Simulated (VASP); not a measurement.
Given:

```
La
1.0
    1.94277    -3.36497     0.00000
    1.94277     3.36497     0.00000
    0.00000     0.00000    12.53297
La
4
Cartesian
  0.00000   0.00000   6.26648
  0.00000   0.00000   0.00000
  1.94277   1.12166   3.13324
  1.94277  -1.12166   9.39973
```

The numbers are results of vdW-DF2, VASP's PBE PAW potentials (set 64) (plane waves; VASP), not measurements. Run with 520 eV cut-off, Gaussian smearing of 0.050 eV, potentials La.

**Question.** Give the energies of bands 17 to 25 at the high-symmetry points, in eV from the Fermi level.

**Answer.** 
```csv
band,Γ,M,K,A,L,H
17,-3.25,-1.72,-0.76,-2.84,-1.46,-0.92
18,-2.00,-1.67,-0.76,-2.84,-1.46,-0.92
19,-1.98,-1.37,-0.57,-1.63,-1.33,-0.35
20,-1.65,-0.97,-0.48,-1.63,-1.33,-0.35
21,0.36,-0.59,-0.48,0.66,-0.92,-0.11
22,0.49,-0.32,-0.09,0.66,-0.92,-0.11
23,0.96,-0.20,0.06,0.90,0.57,-0.08
24,1.02,0.35,0.06,0.90,0.57,-0.08
25,1.03,0.69,0.71,1.19,0.94,0.69
```

It has no gap at this level: it comes out as a metal or semimetal.

The compound is La in the dhcp structure. It was relaxed first, which changed the volume by +9 %.
